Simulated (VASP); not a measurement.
An input for Quantum ESPRESSO's pw.x (written as the equivalent of a VASP run, and not itself run):

```
&CONTROL
  calculation = 'scf'
  pseudo_dir = './pseudo'
  outdir = './out'
  tprnfor = .true.
  tstress = .false.
/
&SYSTEM
  ibrav = 0
  nat = 2
  ntyp = 2
  ecutwfc = 70
  occupations = 'smearing'
  smearing = 'gaussian'
  degauss = 0.00147
  input_dft = 'pbe0'
  nqx1 = 7
  nqx2 = 7
  nqx3 = 7
/
&ELECTRONS
  conv_thr = 7.3e-08
  electron_maxstep = 100
/
ATOMIC_SPECIES
  In 114.818 In.upf
  P 30.974 P.upf
CELL_PARAMETERS angstrom
     0.0000000    2.9115330    2.9115330
     2.9115330    0.0000000    2.9115330
     2.9115330    2.9115330    0.0000000
ATOMIC_POSITIONS crystal
  In   0.0000000  0.0000000  0.0000000
  P    0.2500000  0.2500000  0.2500000
K_POINTS automatic
  7 7 7 0 0 0
```

Question: Write the VASP files for the same calculation (PBE0).

Answer: Several could match; the one computed here: 
**POSCAR**
```
InP
1
    0.0000000000     2.9115330000     2.9115330000
    2.9115330000     0.0000000000     2.9115330000
    2.9115330000     2.9115330000     0.0000000000
In P
1 1
Direct
  0.0000000000   0.0000000000   0.0000000000
  0.2500000000   0.2500000000   0.2500000000
```

INCAR:
```
SYSTEM = InP
PREC = Accurate; ENCUT = 300; LREAL = F
LASPH = T; ISYM = 3
EDIFF = 1E-6; NELM = 100; ALGO = Normal
LMAXMIX = 4
ISMEAR = 0; SIGMA = 0.02
GGA = PE; LHFCALC = T; AEXX = 0.25
HFRCUT = -1; PRECFOCK = Fast
ISIF = 2
LWAVE = F; LCHARG = F
```

File KPOINTS:
```
kpoints
0
G
 7 7 7
0 0 0
```

POTCAR, in this order: In_d P (PBE.64 set). Program: vasp_std.

Limits of the translation: the potentials are each code's own (VASP's PAW set, PseudoDojo norm-conserving files in pw.x), so ENCUT and ecutwfc are chosen apart and not converted; conv_thr bounds pw.x's estimated SCF error, while EDIFF bounds the energy change between steps; the singularity of exact exchange is treated differently by default.

The structure comes from a computed database's InP entry; how it stands against other phases isn't given here. The cell was not relaxed at this level.
